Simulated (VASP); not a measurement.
These are MS2 meta-GGA, VASP's PBE PAW potentials (set 64) (plane waves; VASP) values and carry that method's errors.

The input files of a VASP run:

File KPOINTS:
```
Automatic mesh
0
Gamma
18 18 18
0 0 0
```

### POSCAR
```
Rh
1
    0.0000000000     1.8973926081     1.8973926081
    1.8973926081    -0.0000000000     1.8973926081
    1.8973926081     1.8973926081     0.0000000000
Rh
1
Direct
  0.0000000000   0.0000000000   0.0000000000
```

**KPOINTS_OPT**
```
k-points along high-symmetry lines
10
Line-mode
Reciprocal
  0.000000   0.000000   0.000000 ! GAMMA
  0.500000   0.000000   0.500000 ! X

  0.500000   0.000000   0.500000 ! X
  0.625000   0.250000   0.625000 ! U

  0.375000   0.375000   0.750000 ! K
  0.000000   0.000000   0.000000 ! GAMMA

  0.000000   0.000000   0.000000 ! GAMMA
  0.500000   0.500000   0.500000 ! L

  0.500000   0.500000   0.500000 ! L
  0.500000   0.250000   0.750000 ! W

  0.500000   0.250000   0.750000 ! W
  0.500000   0.000000   0.500000 ! X
```

INCAR:
```
SYSTEM = Rh
PREC = Accurate
ENCUT = 520
EDIFF = 1E-7
NELM = 100
ALGO = Normal
LREAL = .FALSE.
LASPH = .TRUE.
ISMEAR = -5
METAGGA = MS2
LMIXTAU = .TRUE.
LMAXMIX = 4
LWAVE = .FALSE.
LCHARG = .FALSE.
LORBIT = 11
NEDOS = 601
ISIF = 2
```

POTCAR, in this order: Rh_pv (PBE.64 set). Program: vasp_std.

### Question
Estimate the energy per atom (σ→0), band gap (over mesh and band path).

### Answer

| Property | Result |
|---|---|
| energy per atom (σ→0) | -5.504 eV/atom |
| band gap (over mesh and band path) | none (metal, semimetal or under 0.01 eV) |

**OSZICAR**
```
...
DAV:  16    -0.550370931945E+01    0.10683E-04   -0.32927E-06  4581   0.323E-02    0.225E-03
DAV:  17    -0.550370714956E+01    0.21699E-05   -0.40704E-07  4935   0.110E-02    0.562E-04
DAV:  18    -0.550370657602E+01    0.57353E-06   -0.72285E-09  2535   0.128E-03    0.217E-04
DAV:  19    -0.550370683065E+01   -0.25463E-06   -0.16143E-09  2418   0.696E-04    0.319E-05
DAV:  20    -0.550370661762E+01    0.21302E-06   -0.41031E-10  2379   0.360E-04    0.903E-06
DAV:  21    -0.550370669596E+01   -0.78331E-07   -0.46407E-11  2343   0.111E-04
   1 F= -.55037067E+01 E0= -.55037067E+01  d E =0.000000E+00
       N       E                     dE             ncg
```

The compound is Rh in the fcc structure. It was relaxed first.
